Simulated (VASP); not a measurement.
```
CELL_PARAMETERS angstrom
      0.00000     2.74000     2.74000
      2.74000     0.00000     2.74000
      2.74000     2.74000     0.00000
ATOMIC_POSITIONS crystal
  Yb 0.00000 0.00000 0.00000
```

These are PBE GGA, VASP's PBE PAW potentials (set 64) (plane waves; VASP 6.6.1) values and carry that method's errors. Run with 300 eV cut-off, 14×14×14 Γ-centred mesh, Fermi-Dirac smearing of 0.050 eV, potentials Yb_2.

The 4f electrons are frozen in the core of the lanthanide potential, so 4f levels, which can set the real gap, and their magnetism are missing.

### Question
Give the energies of bands 4 to 7 at the high-symmetry points, in eV from the Fermi level.

### Answer

```csv
band,Γ,X,U,L,W
4,-4.89,-0.98,-0.24,-1.69,0.02
5,2.96,0.40,0.20,0.06,0.77
6,2.96,1.31,1.04,2.74,0.77
7,2.96,6.33,4.32,2.74,2.40
```

It has no gap at this level: it comes out as a metal or semimetal.

The structure is a typed Yb crystal. The cell was not relaxed at this level.
